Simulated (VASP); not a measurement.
**The easy axis of ZnCo**

Wanted: the direction that the moments computed here prefer; whether the crystal orders in nature is another question. The start is a computed cell from the Materials Project.

Main program and level: VASP 6.6.1; PBEsol, DFT+U (Co d 2 eV), spin-polarised from a ferromagnetic start (one magnetic atom a cell); plane waves and PAW (Zn, Co), in the first sound run; inputs show where later runs differ.

Most raw output is cut from this account.

## Step 1: Set-up

It takes space group P-6m2 (No. 187, hexagonal). Conventional cell: a = 2.607 Å, b = 2.607 Å, c = 4.172 Å, α = 90.00°, β = 90.00°, γ = 120.00°. Zn has 6 Co at 2.57 Å and 6 Zn at 2.61 Å nearest. Co has 6 Zn at 2.57 Å and 6 Co at 2.61 Å nearest. Farther neighbours are not listed.

Coordinates:

```cif
data_structure
_symmetry_space_group_name_H-M 'P 1'
_symmetry_Int_Tables_number 1
_cell_length_a 2.6072
_cell_length_b 2.6072
_cell_length_c 4.1717
_cell_angle_alpha 90.000
_cell_angle_beta 90.000
_cell_angle_gamma 120.000
_cell_volume 24.56
loop_
_atom_site_label
_atom_site_type_symbol
_atom_site_fract_x
_atom_site_fract_y
_atom_site_fract_z
_atom_site_occupancy
Zn1 Zn 0.66667 0.33333 0.00000 1
Co2 Co 0.00000 0.00000 0.50000 1
```

## Step 2: Collinear ground state

The anisotropy comes from spin-orbit coupling, which is added later on top of this collinear state; its density is saved here.

File INCAR:

```
SYSTEM = ZnCo
PREC = Accurate
ENCUT = 350
EDIFF = 1E-07
NELM = 150
ISMEAR = 1
SIGMA = 0.05
LREAL = .FALSE.
ALGO = Normal
GGA = PS
NBANDS = 17
ISPIN = 2
MAGMOM = 0 2
LDAU = .TRUE.
LDAUTYPE = 2
LDAUL = -1 2
LDAUU = 0 2
LDAUJ = 0 0
LDAUPRINT = 1
LASPH = .TRUE.
LMAXMIX = 4
LORBIT = 11
LWAVE = .FALSE.
LCHARG = .TRUE.
KPAR = 4
AMIX = 0.2
BMIX = 1E-04
AMIX_MAG = 0.8
BMIX_MAG = 1E-04
```

File POSCAR:

```
ZnCo
1.0
    2.6072238118      0.0000000000      0.0000000000
   -1.3036119059      2.2579220543      0.0000000000
    0.0000000000      0.0000000000      4.1716830000
Zn Co
1 1
Direct
    0.6666666667      0.3333333333      0.0000000000
    0.0000000000      0.0000000000      0.5000000000
```

File KPOINTS:

```
Automatic mesh
0
Gamma
11 11 6
0 0 0
```

PAW data sets: Zn and Co (PBE family, release 64).

Run with:

```console
> mpirun -np 4 vasp_std
```

Wall time 8.8 s (4 MPI ranks of Intel Xeon Platinum 8559C (Emerald Rapids), shared host); peak memory 0.52 GiB; 32 s of CPU time.

The cell holds one magnetic atom, so no antiferromagnetic order fits into it. The k-mesh is coarse for a metal. A U on the itinerant d states of such a compound is hard to justify; it moves the bands at the Fermi level and favours large moments. The PAW data sets were made with PBE, which is usual practice but a small mismatch for other functionals.

Numbers from this step:

* electronic cycles: 20
* electrons: 21
* free energy (TOTEN): -7.595 eV
* energy at zero smearing: -7.595 eV
* Fermi energy: 6.439 eV
* moment of the cell, from the last line of the log: 1.695 μB
* labelled metallic, from the levels on this mesh: yes

Spin moment in the PAW sphere by atom:

```
atom  spin moment in the PAW sphere (μB)
 Zn1                               -0.03
 Co2                                1.78
```

Spin density in the ac plane at fractional y = 0.000, with atoms of Co within 0.2 Å of it.

Ten even steps from '0' (0.0 e/Å³) to '9' (2.6 e/Å³):
```
00000000000000
00000000000000
00000000000000
00000000000000
00000000000000
00000000000000
00000000000000
33210000000123
76420000000246
98520000000258
98520000000258
76420000000246
33210000000123
00000000000000
00000000000000
00000000000000
00000000000000
00000000000000
00000000000000
00000000000000
00000000000000
```
Columns run along a (2.6 Å), rows up along c (4.2 Å). Atoms in or near the plane, at fractional coordinates: Co at (0.00, 0.50).

Valence density in the ac plane at fractional y = 0.000, with atoms of Co within 0.2 Å of it. It is the smooth field of the valence electrons, not physical close to the nuclei.

Ten even steps from '0' (0.2 e/Å³) to '9' (9.2 e/Å³):
```
00000000000000
00000000000000
00000000000000
00000000000000
00000000000000
00000000000000
11000000000001
43200000000023
76420000000246
98531000001358
98531000001358
76420000000246
43200000000023
11000000000001
00000000000000
00000000000000
00000000000000
00000000000000
00000000000000
00000000000000
00000000000000
```
Columns run along a (2.6 Å), rows up along c (4.2 Å). Atoms in or near the plane, at fractional coordinates: Co at (0.00, 0.50).

## Step 3: Spin-orbit coupling, axis 0×0×1

This step: PBEsol, DFT+U (Co d 2 eV), spin-orbit coupling, spin-polarised from a ferromagnetic start; plane waves and PAW (Zn, Co) (VASP 6.6.1).

SAXIS turns the moments; symmetry is off, so that every direction uses the same k-points.

File INCAR:

```
SYSTEM = ZnCo
PREC = Accurate
ENCUT = 350
EDIFF = 1E-08
NELM = 150
ISMEAR = 1
SIGMA = 0.05
LREAL = .FALSE.
ALGO = Normal
GGA = PS
LNONCOLLINEAR = .TRUE.
MAGMOM = 0 0 -0.032 0 0 1.779
NBANDS = 34
GGA_COMPAT = .FALSE.
LASPH = .TRUE.
LSORBIT = .TRUE.
LORBMOM = .TRUE.
ISYM = -1
LDAU = .TRUE.
LDAUTYPE = 2
LDAUL = -1 2
LDAUU = 0 2
LDAUJ = 0 0
LDAUPRINT = 1
LMAXMIX = 4
LORBIT = 11
LWAVE = .FALSE.
LCHARG = .FALSE.
KPAR = 4
AMIX = 0.2
BMIX = 1E-04
AMIX_MAG = 0.8
BMIX_MAG = 1E-04
SAXIS = 0 0 1
ICHARG = 11
ISIF = 0
```

POSCAR is that of step 2.

KPOINTS is that of step 2.

The run starts from files that an earlier step left in the folder.

Run with:

```console
> mpirun -np 4 vasp_ncl
```

Elapsed: 54 s, on 4 MPI ranks; peak memory 2.2 GiB.

A U on the itinerant d states of such a compound is hard to justify; it moves the bands at the Fermi level.

Numbers from this step:

- electronic cycles: 9
- free energy (TOTEN): -7.608 eV
- energy at zero smearing: -7.608 eV
- moment of the cell, from the last line of the log: 0, 0, 1.695 μB

Orbital moment by atom:

```
atom  x (μB)  y (μB)   z (μB)    size
 Zn1  0.0000  0.0000  -0.0010  0.0010
 Co2  0.0000  0.0000   0.0630  0.0630
```

On-site spin-orbit energy by atom:

```
atom  on-site spin-orbit energy (eV)
 Zn1                         -0.0098
 Co2                         -0.0143
```

Spin moments are printed in the frame of SAXIS, so no table in Cartesian axes is made from them.

Energy at zero smearing: -7.60772 eV.

## Step 4: Spin-orbit coupling, axis 1×0×0

INCAR, as its differences from that of step 3:

```diff
@@ -33,3 +33,3 @@
 BMIX_MAG = 1E-04
-SAXIS = 0 0 1
+SAXIS = 1 0 0
 ICHARG = 11
```

POSCAR is that of step 3.

KPOINTS is that of step 3.

The WAVECAR or CHGCAR of an earlier step is read.

Run with:

```console
> mpirun -np 4 vasp_ncl
```

Run time: 54 s. Hardware: 4 MPI ranks; peak memory 2.2 GiB; 3.5 min of CPU time.

This step gave:

| Quantity | Value |
| --- | --- |
| Fermi energy | 6.437 eV |

Orbital moment by atom:

```
atom  x (μB)  y (μB)  z (μB)    size
 Zn1  0.0010  0.0000  0.0000  0.0010
 Co2  0.0970  0.0000  0.0000  0.0970
```

On-site spin-orbit energy by atom:

```
atom  on-site spin-orbit energy (eV)
 Zn1                         -0.0098
 Co2                         -0.0149
```

Spin moments are printed in the frame of SAXIS, so no table in Cartesian axes is made from them.

Energy at zero smearing: -7.60801 eV.

## Step 5: Summary

This step: magnetic anisotropy, PBEsol with spin-orbit coupling, DFT+U (Co d 2 eV); plane waves and PAW (VASP 6.6.1).

No new run; the numbers come from the runs before.

This step gave:

| Quantity | Value |
| --- | --- |
| anisotropy energy | 0.2957 meV/magnetic atom |
| anisotropy density | 1.929 MJ/m³ |

Anisotropy, by row:

```
axis (Cartesian)  energy above the easiest (meV/magnetic atom)  orbital moment of the cell (μB)  sum of on-site spin-orbit energies (eV)
           0 0 1                                        0.2957                            0.062                                 -0.02415
           1 0 0                                             0                            0.098                                 -0.02476
```

## Step 6: What came out

```
anisotropy energy  : 0.296 meV/magnetic atom
anisotropy density : 1.93 MJ/m³
```

**Reading.** The directions run span 0.296 meV a magnetic atom. The easiest of the directions run is (1 0 0). In a metal this k mesh leaves noise of 0.1 meV or more, so only larger differences count. Spin moments are printed in the frame of SAXIS, whose z axis is the direction run. The density was held from the collinear run (force theorem), which is less safe where spin-orbit coupling is strong. U on a cell of metallic elements alone is a test of sensitivity more than a model of the material.

[Lines on the potential files, build, host, timing and source positions are cut from VASP's logs without a mark.]

[Logs are printed without paths, hosts, clocks, repeated set-up lines and the standing remarks that a program may print on its own settings, such as how far it seeks lower states.]

[Hosts, paths, dates, database ids (printed as entryN), source tags and the programs' standing remarks are cut or masked in the printed files.]

[Runs that stopped without an error message from VASP are left out.]

[In band tables of VASP the shares of atoms and orbitals are scaled to a sum of 1 inside the atoms' spheres.]
